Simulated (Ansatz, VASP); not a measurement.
## SnSe in two plane-wave programs

Wanted: the spread between two codes on one cell, functional and k mesh. The cell is taken from a series of runs on this material, whose earlier steps may have relaxed, scaled, displaced or heated it; both programs get it as it stands.

Program: Ansatz 0.2.0. Level of theory: plane waves, with VASP 6.6.1 beside it; relaxation of cell and atoms at PBE with D3(BJ). Results are calculated unless marked as measured.

## 1. The starting structure

Symmetry: Pnma, No. 62, orthorhombic system. The conventional cell has a = 11.501 Å, b = 4.153 Å, c = 4.446 Å, α = 90.00°, β = 90.00°, γ = 90.00°. Nearest to Sn lie 5 Se at 2.77 to 3.32 Å. Nearest to Se lie 5 Sn at 2.77 to 3.32 Å. Farther neighbours and most contacts between anions are not listed.

## 2. Ansatz: relaxation of cell and atoms, PBE with D3(BJ)

Ansatz runs on its default PAW (the set named soft_2) files.

The relaxed volume is the usual yardstick between codes: in a stiff, nearly cubic crystal its relative difference is about their pressure difference at one cell divided by the bulk modulus.

input.yaml reads:

```yaml
crystal:
  lattice:
    - [11.501, 0.0, 0.0]
    - [0.0, 4.153, 0.0]
    - [0.0, 0.0, 4.446]
  atoms:
    - { symbol: Sn, position: [0.6180623224, 0.75, 0.3973982494] }
    - { symbol: Sn, position: [0.8819376776, 0.25, 0.8973982494] }
    - { symbol: Sn, position: [0.3819376776, 0.25, 0.6026017506] }
    - { symbol: Sn, position: [0.1180623224, 0.75, 0.1026017506] }
    - { symbol: Se, position: [0.1433580133, 0.25, 0.5232104896] }
    - { symbol: Se, position: [0.6433580133, 0.25, 0.9767895104] }
    - { symbol: Se, position: [0.3566419867, 0.75, 0.0232104896] }
    - { symbol: Se, position: [0.8566419867, 0.75, 0.4767895104] }
kpoints:
  mp_grid: { grid: [2, 6, 6] }
hamiltonian:
  xc: pbe
  dispersion: d3bj
scf:
  occupations: { method: fermi_dirac, width: 0.02 }
relax:
  f_tol: 0.01
  max_steps: 60
  cell: {}
output:
  write_density: true
  write_potential: true
  elf: true
  volumetric_format: npy
```

Run with:

```
ansatz run input.yaml --threads 3 --pin off --max-ram 92160MiB --backend cuda --events-out ev --progress --plain --runs-dir out --devices 1 --max-vram 13GiB
```

Numbers of over 12 decimals in the logs are rounded to 6 here.

The program printed:

```text
GPUs: using 1 of 1 available (devices: 1).
Engine: ansatz 0.2.0, x86_64-unknown-linux-gnu
Pseudopotentials: kind: paw
Pseudopotential: Sn, paw, valence charge 14, recommended cutoff 420 eV (normal), Sn.paw.azcp
Pseudopotential: Se, paw, valence charge 16, recommended cutoff 420 eV (normal), Se.paw.azcp
Functional definition: PBE
  parameter kappa = 0.804
  parameter beta = 0.066725
  exchange = pbe_x(kappa = kappa, mu = beta*pi^2/3)
  correlation = pbe_c(beta = beta)
device memory: the entry about to start is reckoned to put 4.0 GiB on a device that reports 29.2 GiB free (of which the cap on the GPU budget leaves the run 13.0 GiB)
GPU FFT provider: cuFFT
GPU libraries: cuBLAS 13.8.2, cuFFT 12.4.0, cuSOLVER 12.3.4
Crystal: 8 atoms, lattice volume = 212.357 Å³
Basis set: ecut = 420 eV, 4145 PW (Γ), exchange–correlation on 160×60×60 points (8 copies of the dense FFT grid, shifted against one another)
Bands: 72, of which v1, the nominal top of the filled ones, is band 60 counted from 1 (59 counted from 0)
Symmetry: 8 space group operations
Space group: Pnma (ITA 62), of the structure as read, at distance tolerance 6.0e-5 Å
k-points: 32 of 72
Non-local potential: Sn, projectors of the file, l = 0: 2, l = 1: 2, l = 2: 2, l = 3: 2
Non-local potential: Se, projectors of the file, l = 0: 2, l = 1: 2, l = 2: 3, l = 3: 1
PAW form: soft (Blöchl's): semilocal exchange-correlation on the pseudo side does not see the compensation charge
PAW one-centre angular grid: Sn, 590 points (default); XC on 64 Gauss nodes
PAW one-centre angular grid: Se, 590 points (default); XC on 64 Gauss nodes
Initial density: superposition of atomic densities (neutral atoms: chi_scale 0, normalization atom), corrected by the library's trained network
Initial wavefunctions: pseudopotential atomic-orbital guess
GPU buffer pool allocated for 72000 grid points (all kernels)
GPU transforms: local potential and band sums: pruned to the plane-wave sphere, on 80×27×30
Functional: x = pbe(κ = 0.804, μ = 0.219515), c = pbe(β = 0.066725)
SCF iter   1: F=—  HF=-45979.477234 eV  |F-HF|=—  |Δ(HF+E_count)|=         —  Δρ=1.34e-3  dr2=3.95e-3  ethr=1.77e-3  ⟨swp⟩=6.7  Hψ=8722  notcnv=0  defer=5
preconditioner: auto → Resta (q_TF=auto, 2.481 Å⁻¹)  ε∞=2.9  [insulator: Δε(μ)=0.454 eV  Ē_g=16.748 eV  σ=0.020 eV  W_gap=1.00  n_scr=56 (ndim 8)  ℏωp=22.8 eV  f_vac=0.001  D(μ)=0.00/eV (n_scr^D=0)  ε∞_Penn≈2.9]
SCF iter   2: F=—  HF=-45979.475336 eV  |F-HF|=—  |Δ(HF+E_count)|=   1.90e-3  Δρ=6.80e-4  dr2=8.47e-4  ethr=3.29e-6  ⟨swp⟩=2.2  Hψ=4767  notcnv=0  defer=170
SCF iter   3: F=—  HF=-45979.475825 eV  |F-HF|=—  |Δ(HF+E_count)|=   4.89e-4  Δρ=2.66e-4  dr2=1.06e-4  ethr=7.06e-7  ⟨swp⟩=2.0  Hψ=3398  notcnv=0  defer=170
SCF iter   4: F=—  HF=-45979.475712 eV  |F-HF|=—  |Δ(HF+E_count)|=   1.13e-4  Δρ=9.07e-5  dr2=1.34e-5  ethr=8.84e-8  ⟨swp⟩=2.0  Hψ=4038  notcnv=0  defer=170
SCF iter   5: F=—  HF=-45979.476286 eV  |F-HF|=—  |Δ(HF+E_count)|=   5.74e-4  Δρ=1.75e-5  dr2=6.48e-7  ethr=1.11e-8  ⟨swp⟩=2.7  Hψ=3755  notcnv=0  defer=170
SCF iter   6: F=-45979.476286 eV  HF=-45979.476286 eV  |F-HF|=9.64e-8  |Δ(HF+E_count)|=   9.94e-8  Δρ=7.19e-6  dr2=8.56e-8  ethr=8.33e-11  ⟨swp⟩=9.2  Hψ=19646  notcnv=0
SCF 1 converged in 6 iterations: F = -45979.476286 eV  dr2 = 8.56e-8
  greatest PAW one-centre occupation: 1.000 electrons in one spin orbital (limit 2), on the Se atom at site 7 (counted from 0), in its partial waves of l = 2
relax step   1: F+E_penalty+E_count = -45979.47628581 eV  Δ(F+E_penalty+E_count) = +0.000e0 eV  max|allowed force component| = 9.466e-3 eV/Å  Δτ_max = 0.0000 Å  P = -0.133 GPa  Ω = 212.357 Å³  (6 SCF iters, dr2 threshold 1.00e-7 eV, accepted)
device memory: the entry about to start is reckoned to put 3.8 GiB (of the 4.0 GiB reckoned in all, the device holds 0.2 GiB already) on a device that reports 29.0 GiB free (of which the cap on the GPU budget leaves the run 12.9 GiB)
GPU FFT provider: cuFFT
GPU libraries: cuBLAS 13.8.2, cuFFT 12.4.0, cuSOLVER 12.3.4
Crystal: 8 atoms, lattice volume = 210.894 Å³
Basis set: ecut = 420 eV, 4109 PW (Γ), exchange–correlation on 160×60×60 points (8 copies of the dense FFT grid, shifted against one another)
Initial density: handed on by an earlier stage of this run
Initial wavefunctions: those handed on with the density
GPU buffer pool allocated for 72000 grid points (all kernels)
GPU transforms: local potential and band sums: pruned to the plane-wave sphere, on 80×27×30
iter 1 solved again at ethr=3.54e-6 eV; its pass at ethr=3.10e-3 eV (dr2=4.25e-3 eV) is discarded
SCF iter   1: F=—  HF=-45979.479233 eV  |F-HF|=—  |Δ(HF+E_count)|=         —  Δρ=1.55e-3  dr2=4.12e-3  ethr=3.54e-6  ⟨swp⟩=2.8  Hψ=11712  notcnv=0
preconditioner: auto → Resta (q_TF=auto, 2.484 Å⁻¹)  ε∞=2.9  [insulator: Δε(μ)=0.475 eV  Ē_g=16.775 eV  σ=0.020 eV  W_gap=1.00  n_scr=56 (ndim 8)  ℏωp=22.9 eV  f_vac=0.001  D(μ)=0.00/eV (n_scr^D=0)  ε∞_Penn≈2.9]
[...]
preconditioner: auto → Resta (q_TF=auto, 2.484 Å⁻¹)  ε∞=2.9  [insulator: Δε(μ)=0.471 eV  Ē_g=16.774 eV  σ=0.020 eV  W_gap=1.00  n_scr=56 (ndim 8)  ℏωp=22.9 eV  f_vac=0.001  D(μ)=0.00/eV (n_scr^D=0)  ε∞_Penn≈2.9]
SCF iter   2: F=—  HF=-45979.480249 eV  |F-HF|=—  |Δ(HF+E_count)|=   6.93e-4  Δρ=3.50e-5  dr2=6.74e-8  ethr=2.12e-10  ⟨swp⟩=2.8  Hψ=4312  notcnv=0
SCF iter   3: F=—  HF=-45979.480282 eV  |F-HF|=—  |Δ(HF+E_count)|=   3.36e-5  Δρ=2.93e-6  dr2=9.97e-10  ethr=5.62e-11  ⟨swp⟩=2.0  Hψ=2816  notcnv=0
iter 4 did not close the SCF: its close was put off for the readings that it lacked (scf_convergence_deferred on its scf_iter line)
SCF iter   4: F=-45979.480283 eV  HF=-45979.480283 eV  |F-HF|=3.64e-11  |Δ(HF+E_count)|=   2.21e-7  Δρ=2.57e-7  dr2=5.50e-11  ethr=1.00e-12  ⟨swp⟩=2.0  Hψ=4224  notcnv=0
iter 5 did not close the SCF: its close was put off for the readings that it lacked (scf_convergence_deferred on its scf_iter line)
SCF iter   5: F=-45979.480283 eV  HF=-45979.480283 eV  |F-HF|=7.28e-12  |Δ(HF+E_count)|=  1.09e-10  Δρ=5.78e-8  dr2=3.65e-12  ethr=1.00e-12  ⟨swp⟩=1.0  Hψ=2304  notcnv=0
iter 6 did not close the SCF: its close was put off for the readings that it lacked (scf_convergence_deferred on its scf_iter line)
SCF iter   6: F=-45979.480283 eV  HF=-45979.480283 eV  |F-HF|=0.00e0  |Δ(HF+E_count)|=    0.00e0  Δρ=2.18e-8  dr2=6.41e-13  ethr=1.00e-12  ⟨swp⟩=1.0  Hψ=2304  notcnv=0
iter 7 did not close the SCF: its close was put off for the readings that it lacked (scf_convergence_deferred on its scf_iter line)
SCF iter   7: F=-45979.480283 eV  HF=-45979.480283 eV  |F-HF|=1.46e-11  |Δ(HF+E_count)|=    0.00e0  Δρ=4.70e-9  dr2=4.97e-14  ethr=1.00e-12  ⟨swp⟩=1.0  Hψ=2304  notcnv=0
SCF iter   8: F=-45979.480283 eV  HF=-45979.480283 eV  |F-HF|=0.00e0  |Δ(HF+E_count)|=  1.46e-11  Δρ=1.38e-9  dr2=5.62e-15  ethr=1.00e-12  ⟨swp⟩=3.0  Hψ=7287  notcnv=0
SCF 7 converged in 8 iterations: F = -45979.480283 eV  dr2 = 5.62e-15
relax step   7: F+E_penalty+E_count = -45979.48028258 eV  Δ(F+E_penalty+E_count) = +2.466e-4 eV  max|allowed force component| = 6.213e-3 eV/Å  Δτ_max = 0.0000 Å  P = +0.026 GPa  Ω = 210.704 Å³  stress off target by 3.79e-2 GPa  SCF on the basis re-selected at this cell (its energy is not comparable with the rows above)  (8 SCF iters)
basis re-selected at this cell: Δ(F+E_penalty+E_count) = +2.466e-4 eV, ΔP = -0.000 GPa vs the last step (what re-selecting the basis moved, of the pressure what is left beyond the Pulay correction that the steps carried, after the strain that the cell walked since its last selection, with what the two solves' SCF thresholds leave and, on support functions, any second-order correction that the steps lacked; it is no m [...]
dispersion: the relaxed geometry stands within reach of a switch of an atom's C6, across which e_disp changes (each atom's share, over what another start of this relaxation can change, counted as every distance, since the cell relaxes too: site 0 (Sn), some 0.03 eV, crossed with farther neighbours; site 1 (Sn), some 0.03 eV, crossed with farther neighbours; site 2 (Sn), some 0.03 eV, crossed with farther neighbours; site 3 (Sn), some 0.03 eV, crossed with farther neighbours; some 0.12 eV in sum): a start on the other side of the switch can end at another minimum, lower or higher, and the walk did not compare the two: [rest of the remark cut]
SCF converged after 8 iterations
Free energy (F): -45979.480283 eV
Harris-Foulkes:  -45979.480283 eV  (|F-HF|=0.00e0)
Internal energy: -45979.480282 eV  (E = F + TS)
E sigma→0 (E₀):  -45979.480282 eV
Entropy (-TS):   -0.000000 eV (-0.000 meV/atom)
Fermi energy:    9.471832 eV
--- Per-component energies (eV) ---
  E_band       = -1857.163737
  E_kinetic    = 1217.217696
  E_local      = -13116.329836  (includes V_loc(G=0)·N_el)
  E_nonlocal   = -2513.948984
  E_hartree    = 6931.785916
  E_xc         = -1950.677760
  E_vxc        = -780.256563  (∫ρ·V_xc dr)
  E_paw        = -24179.536556  (= ΣΔE_a)
  E_vpaw       = -527.415528  (= ΣTr[D̂ρ^β])
  E_aug_tail   = -0.002352  (compensation charges beyond the density's cutoff)
  E_ewald      = -12365.050066
  E_disp       = -2.938342  (pairwise vdW)
  E_smearing   = -0.000000  (= −TS)
  E_closure    = 0.000000  (closes the sum)
  Σ components = -45979.480283   (vs F -45979.480283, Δ=0.00e0)
--- Forces (eV/Å), atoms counted from 1 ---
  atom   1  Sn     0.00049911     0.00000000    -0.00055589
  atom   2  Sn    -0.00049911     0.00000000    -0.00055589
  atom   3  Sn    -0.00049911    -0.00000000     0.00055589
  atom   4  Sn     0.00049911    -0.00000000     0.00055589
  atom   5  Se     0.00621299     0.00000000    -0.00313891
  atom   6  Se     0.00621299    -0.00000000     0.00313891
  atom   7  Se    -0.00621299     0.00000000    -0.00313891
  atom   8  Se    -0.00621299    -0.00000000     0.00313891
  max |Σ_I F_I| component: 1.73e-18 eV/Å
--- Stress (GPa, compression-positive) ---
        0.019317      -0.000000      -0.000000
       -0.000000       0.037915      -0.000000
       -0.000000      -0.000000       0.021765
  P = ⅓ Tr σ = 0.0263 GPa (0.263 kbar)
--- Band table (eV; the first three rows and the last of 32) ---
  k-point 0: bands = [... 56 lower, 7.5842, 7.8766, 8.5148, 8.6553, 9.7695, 12.2230, 12.3605, 12.3717, ... 8 higher]
  k-point 1: bands = [... 56 lower, 7.6668, 8.2589, 8.4138, 8.6739, 9.8419, 11.3131, 11.9546, 12.1835, ... 8 higher]
  k-point 2: bands = [... 56 lower, 8.0099, 8.5055, 8.7566, 9.2368, 10.0822, 10.4706, 10.7419, 10.8581, ... 8 higher]
  k-point 31: bands = [... 56 lower, 7.6080, 7.6080, 7.6080, 7.6080, 11.6403, 11.6403, 11.6403, 11.6403, ... 8 higher]
--- Relaxed structure (6 steps of the walk, 6 accepted, 1 SCFs on fresh bases) ---
  F+E_penalty+E_count = -45979.48028258 eV   max|allowed force component| = 6.213e-3 eV/Å   (the final SCF, on the basis selected at the relaxed cell)
  cell:  # Å, volume = 210.7037 Å³
    - [11.534576, 0.0, 0.0]
    - [0.0, 4.172575, 0.0]
    - [0.0, 0.0, 4.377906]
  atoms:
    - { symbol: Sn, position: [0.618769, 0.75, 0.406821] }
    - { symbol: Sn, position: [0.881231, 0.25, 0.906821] }
    - { symbol: Sn, position: [0.381231, 0.25, 0.593179] }
    - { symbol: Sn, position: [0.118769, 0.75, 0.093179] }
    - { symbol: Se, position: [0.143106, 0.25, 0.521578] }
    - { symbol: Se, position: [0.643106, 0.25, 0.978422] }
    - { symbol: Se, position: [0.356894, 0.75, 0.021578] }
    - { symbol: Se, position: [0.856894, 0.75, 0.478422] }
```

(Continued in part 2 of 2.)

[Lines on the potential files, build, host, timing and source positions are cut from VASP's logs without a mark.]

[Logs are printed without paths, hosts, clocks, repeated set-up lines and the standing remarks that a program may print on its own settings, such as how far it seeks lower states.]

[Hosts, paths, dates, database ids (printed as entryN), source tags and the programs' standing remarks are cut or masked in the printed files.]
